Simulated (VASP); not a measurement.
```yaml
crystal:
  lattice:
    - [0.00000, 1.78672, 1.78672]
    - [1.78672, 0.00000, 1.78672]
    - [1.78672, 1.78672, 0.00000]
  atoms:
    - { symbol: C, position: [0.00000, 0.00000, 0.00000] }
    - { symbol: C, position: [0.25000, 0.25000, 0.25000] }
```

These are PBE GGA, VASP's PBE PAW potentials (set 64) (plane waves; VASP 6.6.1) values and carry that method's errors. Run with 520 eV cut-off, Gaussian smearing of 0.050 eV, potentials C.

Question: Predict the band gap (along the path) with the smallest direct gap where there is one.

Answer: 
band gap (along the path): 4.12 eV
smallest direct gap (along the path): 5.57 eV

The absolute energy has meaning only against runs of the same code, potentials and settings.

The compound is C in the diamond structure. It was relaxed first.
